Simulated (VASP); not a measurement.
Level of theory: G0W0 on PBE orbitals, VASP's PBE PAW potentials (set 64) (plane waves; VASP).

VASP ran on this input.

### POSCAR
```
GaSb
1
    0.0000000000     3.0087790000     3.0087790000
    3.0087790000     0.0000000000     3.0087790000
    3.0087790000     3.0087790000     0.0000000000
Ga Sb
1 1
Direct
  0.0000000000   0.0000000000   0.0000000000
  0.2500000000   0.2500000000   0.2500000000
```

**KPOINTS**
```
Automatic mesh
0
Gamma
4 4 4
0 0 0
```

INCAR:
```
! general
SYSTEM      = GaSb
PREC        = Normal
ENCUT       = 500
LREAL       = .FALSE.
LASPH       = .TRUE.
NBANDS      = 160

! electronic loop
ALGO        = EVGW0

! smearing
ISMEAR      = 0
SIGMA       = 0.01

! functional
GGA         = PE

! output
LWAVE       = .FALSE.
LCHARG      = .FALSE.

! other
NELMGW      = 1
NOMEGA      = 64
ENCUTGW     = 200
NBANDSGW    = 22
LSPECTRALGW = .TRUE.
```

POTCAR, in this order: Ga_d_GW Sb_d_GW (PBE.64 set). Program: vasp_std. Read from the step before: WAVECAR, WAVEDER.

Output

### OSZICAR
```
energies w=
    0.000    0.000    0.323    0.000    0.645    0.000    0.966    0.000
    1.285    0.000    1.600    0.000    1.913    0.000    2.222    0.000
    2.527    0.000    2.828    0.000    3.124    0.000    3.417    0.000
    3.705    0.000    3.990    0.000    4.271    0.000    4.549    0.000
    4.823    0.000    5.096    0.000    5.366    0.000    5.635    0.000
    5.903    0.000    6.171    0.000    6.439    0.000    6.708    0.000
    6.979    0.000    7.252    0.000    7.528    0.000    7.808    0.000
    8.093    0.000    8.384    0.000    8.681    0.000    8.987    0.000
    9.302    0.000    9.627    0.000    9.965    0.000   10.316    0.000
   10.684    0.000   11.070    0.000   11.477    0.000   11.907    0.000
   12.365    0.000   12.854    0.000   13.380    0.000   13.946    0.000
   14.562    0.000   15.235    0.000   15.974    0.000   16.792    0.000
   17.704    0.000   18.730    0.000   19.894    0.000   21.228    0.000
   22.772    0.000   24.585    0.000   26.743    0.000   29.357    0.000
   32.587    0.000   36.680    0.000   42.030    0.000   49.313    0.000
   59.791    0.000   76.126    0.000  105.055    0.000  170.071    0.000
NQ=   1    0.0000    0.0000    0.0000,
 performed        317000 updates of chi_q(r,r)
NQ=   2    0.2500    0.0000    0.0000,
 performed        832000 updates of chi_q(r,r)
NQ=   3    0.5000    0.0000    0.0000,
 performed       1290000 updates of chi_q(r,r)
NQ=   4    0.2500    0.2500    0.0000,
 performed       1805000 updates of chi_q(r,r)
NQ=   5    0.5000    0.2500    0.0000,
 performed       2474000 updates of chi_q(r,r)
NQ=   6   -0.2500    0.2500    0.0000,
 performed       3087000 updates of chi_q(r,r)
NQ=   7    0.5000    0.5000    0.0000,
 performed       3503000 updates of chi_q(r,r)
NQ=   8   -0.2500    0.5000    0.2500,
 performed       4003000 updates of chi_q(r,r)
 resolving degeneracies of screened two electron integrals
```

### OUTCAR
```


 k-point   1 :       0.0000    0.0000    0.0000
  band No.  KS-energies  QP-energies   sigma(KS)   V_xc(KS)     V^pw_x(r,r')   Z            occupation Imag(sigma)

      1     -24.5191     -27.0790     -22.3818     -18.6079     -28.9907       0.6783       2.0000       0.3432
      2     -24.5191     -27.0790     -22.3818     -18.6079     -28.9907       0.6783       2.0000       0.3432
      3     -24.5191     -27.0790     -22.3818     -18.6079     -28.9907       0.6783       2.0000       0.3432
      4     -24.4956     -27.0445     -22.3652     -18.6088     -28.9699       0.6785       2.0000       0.3245
      5     -24.4956     -27.0445     -22.3652     -18.6088     -28.9699       0.6785       2.0000       0.3245
      6     -10.8717     -12.8923     -24.8027     -21.7530     -35.1022       0.6626       2.0000       0.2971
      7     -10.8717     -12.8923     -24.8027     -21.7530     -35.1022       0.6626       2.0000       0.2971
      8     -10.8717     -12.8923     -24.8027     -21.7530     -35.1022       0.6626       2.0000       0.2971
      9     -10.8151     -12.8567     -24.8891     -21.8217     -35.1723       0.6656       2.0000       0.2718
     10     -10.8151     -12.8567     -24.8891     -21.8217     -35.1723       0.6656       2.0000       0.2718
     11      -7.5453      -8.0466     -11.8923     -11.1377     -17.4772       0.6644       2.0000       0.8921
     12       4.2877       3.8260     -12.4265     -11.8295     -13.2340       0.7733       2.0000       0.0649
     13       4.2877       3.8260     -12.4265     -11.8295     -13.2340       0.7733       2.0000       0.0649
     14       4.2877       3.8260     -12.4265     -11.8295     -13.2340       0.7733       2.0000       0.0649
     15       4.6751       5.0253     -11.7991     -12.2510      -7.7279       0.7749       0.0000      -0.0856
     16       7.0400       7.0488     -10.0358     -10.0473      -5.9114       0.7672       0.0000      -0.1213
     17       7.0400       7.0488     -10.0358     -10.0473      -5.9114       0.7672       0.0000      -0.1213
     18       7.0400       7.0488     -10.0358     -10.0473      -5.9114       0.7672       0.0000      -0.1213
     19      10.1640       9.9441      -7.6821      -7.3992      -2.6104       0.7774       0.0000      -0.2561
     20      13.1364      13.1584      -9.9189      -9.9478      -4.7731       0.7583       0.0000      -0.3397
     21      13.1364      13.1584      -9.9189      -9.9478      -4.7731       0.7583       0.0000      -0.3397
     22      13.8201      13.6755      -7.8019      -7.6128      -2.3469       0.7647       0.0000      -0.3871

 k-point   2 :       0.2500    0.0000    0.0000
  band No.  KS-energies  QP-energies   sigma(KS)   V_xc(KS)     V^pw_x(r,r')   Z            occupation Imag(sigma)

      1     -24.5178     -27.0825     -22.3824     -18.6094     -28.9917       0.6798       2.0000       0.3428
      2     -24.5178     -27.0825     -22.3824     -18.6094     -28.9917       0.6798       2.0000       0.3428
      3     -24.5178     -27.0825     -22.3824     -18.6094     -28.9917       0.6798       2.0000       0.3428
      4     -24.4951     -27.0493     -22.3663     -18.6093     -28.9701       0.6799       2.0000       0.3241
      5     -24.4951     -27.0493     -22.3663     -18.6093     -28.9701       0.6799       2.0000       0.3241
      6     -10.8888     -12.8964     -24.7130     -21.6812     -34.9910       0.6622       2.0000       0.2998
      7     -10.8642     -12.8871     -24.8197     -21.7681     -35.1214       0.6629       2.0000       0.2961
      8     -10.8642     -12.8871     -24.8197     -21.7681     -35.1214       0.6629       2.0000       0.2961
      9     -10.8156     -12.8534     -24.8862     -21.8205     -35.1720       0.6647       2.0000       0.2724
     10     -10.8156     -12.8534     -24.8862     -21.8205     -35.1720       0.6647       2.0000       0.2724
     11      -6.8889      -7.4035     -12.1152     -11.3569     -17.4472       0.6786       2.0000       0.8380
     12       0.1665      -0.2890     -11.8069     -11.1929     -13.8074       0.7420       2.0000       0.1826
     13       3.5292       3.0454     -12.0421     -11.4120     -13.0122       0.7678       2.0000       0.0742
     14       3.5292       3.0454     -12.0421     -11.4120     -13.0122       0.7678       2.0000       0.0742
     15       5.2131       5.3324     -10.5491     -10.7030      -6.6358       0.7751       0.0000      -0.0926
     16       7.9506       7.9682     -10.1663     -10.1895      -5.8009       0.7642       0.0000      -0.1467
     17       7.9506       7.9682     -10.1663     -10.1895      -5.8009       0.7642       0.0000      -0.1467
     18       9.7188       9.7900     -10.5407     -10.6342      -5.6132       0.7610       0.0000      -0.2180
     19      11.5218      11.2811      -7.6397      -7.3256      -2.4198       0.7666       0.0000      -0.3032
     20      11.9828      11.8944      -9.1098      -8.9940      -4.0835       0.7639       0.0000      -0.3018
     21      11.9828      11.8944      -9.1098      -8.9940      -4.0835       0.7639       0.0000      -0.3018
     22      14.2252      14.1315      -8.8252      -8.7028      -3.1456       0.7647       0.0000      -0.4713

 k-point   3 :       0.5000    0.0000    0.0000
  band No.  KS-energies  QP-energies   sigma(KS)   V_xc(KS)     V^pw_x(r,r')   Z            occupation Imag(sigma)

      1     -24.5183     -27.0806     -22.3792     -18.6083     -28.9893       0.6795       2.0000       0.3500
      2     -24.5158     -27.0865     -22.3846     -18.6116     -28.9934       0.6814       2.0000       0.3391
      3     -24.5158     -27.0865     -22.3846     -18.6116     -28.9934       0.6814       2.0000       0.3391
      4     -24.4944     -27.0563     -22.3683     -18.6105     -28.9709       0.6818       2.0000       0.3235
      5     -24.4944     -27.0563     -22.3683     -18.6105     -28.9709       0.6818       2.0000       0.3235
      6     -10.9055     -12.9026     -24.6369     -21.6193     -34.8961       0.6618       2.0000       0.3023
      7     -10.8583     -12.8825     -24.8313     -21.7775     -35.1322       0.6628       2.0000       0.2945
      8     -10.8583     -12.8825     -24.8313     -21.7775     -35.1322       0.6628       2.0000       0.2945
      9     -10.8151     -12.8542     -24.8898     -21.8253     -35.1804       0.6654       2.0000       0.2745
     10     -10.8151     -12.8542     -24.8898     -21.8253     -35.1804       0.6654       2.0000       0.2745
     11      -5.7883      -6.3121     -12.6917     -11.9355     -17.5486       0.6926       2.0000       0.7041
     12      -2.3357      -2.8539     -11.1396     -10.4150     -14.4522       0.7151       2.0000       0.3971
     13       3.0490       2.5392     -11.9464     -11.2774     -13.1213       0.7620       2.0000       0.0845
     14       3.0490       2.5392     -11.9464     -11.2774     -13.1213       0.7620       2.0000       0.0845
     15       4.7931       4.8862     -10.4657     -10.5854      -6.6657       0.7780       0.0000      -0.0875
     16       8.0313       8.0091      -9.7046      -9.6756      -5.3252       0.7654       0.0000      -0.1500
     17       8.0313       8.0091      -9.7046      -9.6756      -5.3252       0.7654       0.0000      -0.1500
     18      10.7354      10.4433      -7.4772      -7.0988      -2.3613       0.7720       0.0000      -0.2703
     19      13.9849      13.9368      -9.6950      -9.6321      -4.0293       0.7644       0.0000      -0.4653
     20      14.4100      14.4295      -9.5182      -9.5441      -3.7130       0.7519       0.0000      -0.4884
     21      14.4100      14.4295      -9.5182      -9.5441      -3.7130       0.7519       0.0000      -0.4884
     22      14.9625      15.1724     -10.6359     -10.9161      -4.2546       0.7487       0.0000      -0.6657

 k-point   4 :       0.2500    0.2500    0.0000
  band No.  KS-energies  QP-energies   sigma(KS)   V_xc(KS)     V^pw_x(r,r')   Z            occupation Imag(sigma)

      1     -24.5210     -27.0786     -22.3778     -18.6052     -28.9881       0.6780       2.0000       0.3498
      2     -24.5154     -27.0885     -22.3857     -18.6127     -28.9946       0.6820       2.0000       0.3388
      3     -24.5154     -27.0885     -22.3857     -18.6127     -28.9946       0.6820       2.0000       0.3388
      4     -24.4967     -27.0396     -22.3628     -18.6070     -28.9674       0.6771       2.0000       0.3261
      5     -24.4936     -27.0560     -22.3693     -18.6112     -28.9719       0.6818       2.0000       0.3225
      6     -10.9009     -12.9036     -24.6808     -21.6553     -34.9551       0.6620       2.0000       0.3018
      7     -10.8563     -12.8840     -24.8413     -21.7869     -35.1458       0.6638       2.0000       0.2953
      8     -10.8563     -12.8840     -24.8413     -21.7869     -35.1458       0.6638       2.0000       0.2953
      9     -10.8219     -12.8509     -24.8646     -21.8005     -35.1443       0.6622       2.0000       0.2724
     10     -10.8134     -12.8574     -24.8904     -21.8257     -35.1798       0.6670       2.0000       0.2734
     11      -6.6566      -7.1695     -12.1642     -11.4084     -17.3987       0.6786       2.0000       0.8164
     12       0.2006      -0.1987     -12.3084     -11.7716     -14.2305       0.7439       2.0000       0.1726
     13       2.4947       1.9721     -11.5657     -10.8769     -12.8452       0.7587       2.0000       0.0955
     14       2.4947       1.9721     -11.5657     -10.8769     -12.8452       0.7587       2.0000       0.0955
     15       5.4921       5.4222      -9.4977      -9.4077      -5.7130       0.7771       0.0000      -0.0973
     16       7.0786       7.0739      -9.8608      -9.8548      -5.5673       0.7720       0.0000      -0.1267
     17       9.9497      10.0261     -10.8111     -10.9131      -5.8817       0.7492       0.0000      -0.2275
     18       9.9497      10.0261     -10.8111     -10.9131      -5.8817       0.7492       0.0000      -0.2275
     19      10.9876      11.0250      -9.9016      -9.9503      -4.8736       0.7692       0.0000      -0.2641
     20      13.5735      13.4537      -8.6695      -8.5117      -3.0398       0.7591       0.0000      -0.4301
     21      13.9804      14.0228      -9.8787      -9.9341      -4.5185       0.7644       0.0000      -0.4164
     22      15.6816      15.5028      -8.0563      -7.8197      -2.3225       0.7555       0.0000      -0.5320

 k-point   5 :       0.5000    0.2500    0.0000
  band No.  KS-energies  QP-energies   sigma(KS)   V_xc(KS)     V^pw_x(r,r')   Z            occupation Imag(sigma)

      1     -24.5198     -27.0823     -22.3787     -18.6065     -28.9889       0.6793       2.0000       0.3506
...
```
(Selected blocks of OUTCAR.)

The mesh is coarse and the basis finite, so the quasiparticle values are not converged. VASP warned that its frequency grid is unfit for quasiparticle energies.

The compound is GaSb in the zinc blende structure. This cell is one point of a volume scan, at 0.96 of the reference volume. The k-mesh is coarse (spacing up to 0.45 per Å, 2π included), so the numbers may not be converged in it.
